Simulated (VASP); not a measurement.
Computed with PBE GGA, VASP's PBE PAW potentials (set 64) (plane waves; VASP).

The input files of a VASP run:

### POSCAR
```
Ti
1
    1.4674227538    -2.5416508238     0.0000000000
    1.4674227538     2.5416508238     0.0000000000
   -0.0000000000     0.0000000000     4.6522475983
Ti
2
Direct
  0.3333330000   0.6666670000   0.2500000000
  0.6666670000   0.3333330000   0.7500000000
```

KPOINTS:
```
Regular mesh
0
Gamma
16 16 9
```

**INCAR**
```
ISMEAR  =  -5   # tetrahedra, Bloechl
ALGO  =  Normal
ENCUT  =  520   # plane-wave cut-off (eV)
EDIFF  =  1E-7   # SCF stop (eV)
LREAL  =  .FALSE.   # projection in real space or not
SYSTEM  =  Ti
LASPH  =  .TRUE.   # aspherical one-centre terms
NEDOS  =  601   # DOS grid
ISIF  =  2   # forces and stress, cell fixed
LCHARG  =  .TRUE.
LORBIT  =  11
LWAVE  =  .FALSE.
LMAXMIX  =  4   # l cut-off of mixed one-centre charges
GGA  =  PE   # PBE
PREC  =  Accurate
NELM  =  100   # most electronic steps
```

POTCAR, in this order: Ti_sv (PBE.64 set). Program: vasp_std.

The run wrote:

File OUTCAR:
```
 ion  position               nearest neighbor table
   1  0.333  0.667  0.250-   2 2.88   2 2.88   2 2.88   2 2.88   2 2.88   2 2.88
   2  0.667  0.333  0.750-   1 2.88   1 2.88   1 2.88   1 2.88   1 2.88   1 2.88
  LATTYP: Found a hexagonal cell.
 ALAT       =     2.9348455579
 C/A-ratio  =     1.5851762918
 Subroutine PRICEL returns:
 Original cell was already a primitive cell.
 Subroutine GETGRP returns: Found 24 space group operations
The static configuration has the point symmetry D_3d.
 The point group associated with its full space group is D_6h.
The dynamic configuration has the point symmetry D_3d.
 Subroutine INISYM returns: Found 24 space group operations
 Subroutine IBZKPT returns following result:
 Found    150 irreducible k-points:

 Following reciprocal coordinates:
            Coordinates               Weight
  0.000000  0.000000  0.000000      1.000000
  0.062500  0.000000  0.000000      6.000000
  0.125000  0.000000  0.000000      6.000000
  0.187500  0.000000  0.000000      6.000000
  0.250000  0.000000  0.000000      6.000000
  0.312500  0.000000  0.000000      6.000000
  0.375000  0.000000  0.000000      6.000000
  0.437500 -0.000000  0.000000      6.000000
  0.500000  0.000000  0.000000      3.000000
  0.062500  0.062500  0.000000      6.000000
  0.125000  0.062500  0.000000     12.000000
  0.187500  0.062500  0.000000     12.000000
  0.250000  0.062500  0.000000     12.000000
  0.312500  0.062500  0.000000     12.000000
  0.375000  0.062500  0.000000     12.000000
  0.437500  0.062500  0.000000     12.000000
  0.125000  0.125000  0.000000      6.000000
  0.187500  0.125000  0.000000     12.000000
  0.250000  0.125000  0.000000     12.000000
  0.312500  0.125000  0.000000     12.000000
  0.375000  0.125000  0.000000     12.000000
  0.437500  0.125000  0.000000      6.000000
  0.187500  0.187500  0.000000      6.000000
  0.250000  0.187500  0.000000     12.000000
  0.312500  0.187500  0.000000     12.000000
  0.375000  0.187500  0.000000     12.000000
  0.250000  0.250000  0.000000      6.000000
  0.312500  0.250000  0.000000     12.000000
  0.375000  0.250000  0.000000      6.000000
  0.312500  0.312500  0.000000      6.000000
  0.000000  0.000000  0.111111      2.000000
  0.062500  0.000000  0.111111     12.000000
  0.125000  0.000000  0.111111     12.000000
  0.187500  0.000000  0.111111     12.000000
  0.250000  0.000000  0.111111     12.000000
  0.312500  0.000000  0.111111     12.000000
  0.375000  0.000000  0.111111     12.000000
  0.437500 -0.000000  0.111111     12.000000
  0.500000  0.000000  0.111111      6.000000
  0.062500  0.062500  0.111111     12.000000
   k-points           NKPTS =    150   k-points in BZ     NKDIM =    150   number of bands    NBANDS=     16
   number of dos      NEDOS =    601   number of ions     NIONS =      2
   total plane-waves  NPLWV =  20736
   dimension x,y,z NGX =    24 NGY =   24 NGZ =   36
   dimension x,y,z NGXF=    48 NGYF=   48 NGZF=   72
   ions per type =               2
   PREC   = accura    normal or accurate (medium, high low for compatibility)
   ISTART =      0    job   : 0-new  1-cont  2-samecut
   ICHARG =      2    charge: 1-file 2-atom 10-const
   ISPIN  =      1    spin polarized calculation?
   LNONCOLLINEAR =      F non collinear calculations
   LSORBIT =      F    spin-orbit coupling
   INIWAV =      1    electr: 0-lowe 1-rand  2-diag
   ENCUT  =  520.0 eV  38.22 Ry    6.18 a.u.   5.46  5.46  8.65*2*pi/ulx,y,z
   NELM   =    100;   NELMIN=  2; NELMDL= -5     # of ELM steps
   EDIFF  = 0.1E-06   stopping-criterion for ELM
   LREAL  =      F    real-space projection
...
```

OSZICAR:
```
       N       E                     dE             d eps       ncg     rms          rms(c)
DAV:   1     0.249248214918E+03    0.24925E+03   -0.13610E+04  4800   0.187E+03
DAV:   2     0.105912572667E+02   -0.23866E+03   -0.23752E+03  5000   0.496E+02
DAV:   3    -0.165499330470E+02   -0.27141E+02   -0.27044E+02  9392   0.137E+02
DAV:   4    -0.176889056561E+02   -0.11390E+01   -0.11388E+01  5064   0.293E+01
DAV:   5    -0.177525992661E+02   -0.63694E-01   -0.63695E-01  7896   0.475E+00    0.119E+01
DAV:   6    -0.156663716143E+02    0.20862E+01   -0.78951E+00  5680   0.328E+01    0.300E+00
DAV:   7    -0.156536003033E+02    0.12771E-01   -0.80387E-01  7240   0.767E+00    0.204E+00
DAV:   8    -0.156818071352E+02   -0.28207E-01   -0.22529E-01  5688   0.629E+00    0.703E-01
DAV:   9    -0.156723081237E+02    0.94990E-02   -0.55816E-02  5872   0.270E+00    0.644E-02
DAV:  10    -0.156725084902E+02   -0.20037E-03   -0.22683E-03  7584   0.396E-01    0.870E-02
DAV:  11    -0.156725538252E+02   -0.45335E-04   -0.20486E-04  5560   0.128E-01    0.239E-02
DAV:  12    -0.156725432380E+02    0.10587E-04   -0.35418E-05  6832   0.481E-02    0.697E-03
DAV:  13    -0.156725450349E+02   -0.17969E-05   -0.90947E-07  5944   0.994E-03    0.197E-03
DAV:  14    -0.156725460290E+02   -0.99412E-06   -0.26284E-07  4968   0.476E-03    0.496E-04
DAV:  15    -0.156725461970E+02   -0.16794E-06   -0.41380E-08  3232   0.206E-03    0.229E-04
DAV:  16    -0.156725462309E+02   -0.33970E-07   -0.11105E-08  2992   0.112E-03
   1 F= -.15672546E+02 E0= -.15672546E+02  d E =0.000000E+00
```

File OUTCAR:
```
------------------------ aborting loop because EDIFF is reached ----------------------------------------
  FORCE on cell =-STRESS in cart. coord.  units (eV):
  Direction    XX          YY          ZZ          XY          YZ          ZX
  --------------------------------------------------------------------------------------
  Total       -0.0047214     -0.0047214     -0.0274365      0.0000000      0.0000000     -0.0000000
  in kB       -0.2179817     -0.2179817     -1.2667023      0.0000000      0.0000000     -0.0000000
  external PRESSURE =      -0.5675552 kB  Pullay stress =       0.0000000 kB
  volume of cell :       34.70
      direct lattice vectors                 reciprocal lattice vectors
     1.467422754 -2.541650824  0.000000000     0.340733438 -0.196722538  0.000000000
     1.467422754  2.541650824  0.000000000     0.340733438  0.196722538  0.000000000
     0.000000000  0.000000000  4.652247598     0.000000000  0.000000000  0.214949866
 POSITION                                       TOTAL-FORCE (eV/Angst)
 -----------------------------------------------------------------------------------
      1.46742      0.84722      1.16306         0.000000     -0.000000      0.000000
      1.46742     -0.84722      3.48919        -0.000000      0.000000      0.000000
 -----------------------------------------------------------------------------------
    total drift:                                0.000000      0.001063     -0.000021
  FREE ENERGIE OF THE ION-ELECTRON SYSTEM (eV)
  ---------------------------------------------------
  free  energy   TOTEN  =       -15.6725462309 eV

  energy  without entropy=      -15.6725462309  energy(sigma->0) =      -15.67254623

 total charge

# of ion       s       p       d       tot
------------------------------------------
    1        2.250   6.121   1.880  10.251
    2        2.250   6.121   1.880  10.251
--------------------------------------------------
tot          4.499  12.243   3.759  20.501
```
(Selected blocks of OUTCAR.)

For a metal the tetrahedron method with Blöchl corrections gives inexact stress and forces.

The compound is Ti in the hcp structure. It was relaxed first.
